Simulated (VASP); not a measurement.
Here is the system:

```
CELL_PARAMETERS angstrom
      1.23041    -2.13114     0.00000
      1.23041     2.13114     0.00000
      0.00000     0.00000     5.22214
ATOMIC_POSITIONS crystal
  B  0.33333 0.66667 0.25000
  B  0.66667 0.33333 0.75000
  N  0.66667 0.33333 0.25000
  N  0.33333 0.66667 0.75000
```

The numbers are results of LDA (Ceperley-Alder, Perdew-Zunger), VASP's LDA PAW potentials (set 64) (plane waves; VASP 6.6.1), not measurements. Numerical set-up: 620 eV cut-off, 10×10×4 Γ-centred mesh, Gaussian smearing of 0.050 eV, potentials B N.

Problem. Estimate the energy per atom (σ→0), pressure.

Solution. 
```yaml
energy per atom (σ→0): -9.563 eV/atom
pressure: 20.03 GPa
```

Total energies compare only between runs with the same potentials, cut-off and functional.

The compound is BN in the hex structure. It was relaxed first under an external pressure of 20 GPa.
